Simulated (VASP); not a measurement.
Crystal: HfIn2Se5.

```xyz
8
Lattice="0.0000 5.0035 5.0035 5.0035 0.0000 5.0035 5.0035 5.0035 0.0000" Properties=species:S:1:pos:R:3 pbc="T T T"
Hf    2.5017    2.5017    2.5017
In    7.5052    7.5052    7.5052
In    0.0000    0.0000    0.0000
Se    3.6403    1.3631    3.6403
Se    1.3631    1.3631    1.3631
Se    1.3631    3.6403    3.6403
Se    3.6403    3.6403    1.3631
Se    5.0035    5.0035    5.0035
```

The cell was built by a generator and needn't be a form met in nature.

| Property | Result |
| --- | --- |
| Program | VASP 6.6.1 |
| Task | relaxation of cell and atoms |
| Functional | PBE |
| Potentials or basis | VASP PAW PBE potentials, release 64 (Hf_pv, In_d, Se) |
| Cutoff | 520 eV |
| k mesh | 3 × 3 × 3 |
| Occupations | gaussian, width 0.15 eV |
| Spin | no spin polarisation |

At the start: pressure 34.6 GPa; volume 31.32 Å³/atom.

Task: How do energy, volume and symmetry change on relaxing?

Result: Over 15 steps the energy falls by 1694.8 meV/atom and the volume is 47.78 Å³/atom (+52.6 %); space group F-43m (No. 216, to 0.05 Å).

Step by step:
```
step  energy change (eV)  largest force (eV/Å)  pressure (GPa)  volume (Å³)
   1              0.0000               14.9723           34.56       250.52
   2              0.8022                9.1060            3.20       583.97
   3             -1.6314                8.8559            2.49       528.01
   4             -4.2529                8.6956            1.93       475.99
   5            -10.5079                6.8487            4.51       351.29
   6            -10.7436                3.0536           11.04       298.07
   7            -11.0463                5.5731            6.99       325.36
   8            -11.0878                5.1403            7.80       319.46
   9            -13.1320                0.2209           -2.50       432.50
  10            -13.4609                0.9270           -0.78       392.63
  11            -13.4605                0.9675           -0.78       391.07
  12            -13.5532                0.0949            0.25       378.36
  13            -13.5534                0.1323            0.28       378.80
  14            -13.5535                0.1490            0.28       379.04
  15            -13.5585                0.0101            0.13       382.23
```

Final structure:
```
Hf In Se
1.0
     0.00000    5.76013    5.76013
     5.76013    0.00000    5.76013
     5.76013    5.76013    0.00000
Hf In Se
1 2 5
Direct
  0.25000 0.25000 0.25000
  0.75000 0.75000 0.75000
  0.00000 0.00000 0.00000
  0.12677 0.61968 0.12677
  0.12677 0.12677 0.12677
  0.61968 0.12677 0.12677
  0.12677 0.12677 0.61968
  0.50000 0.50000 0.50000
```

Caveat: the volume moved by over 15 % at a fixed basis, so the end points are rough.
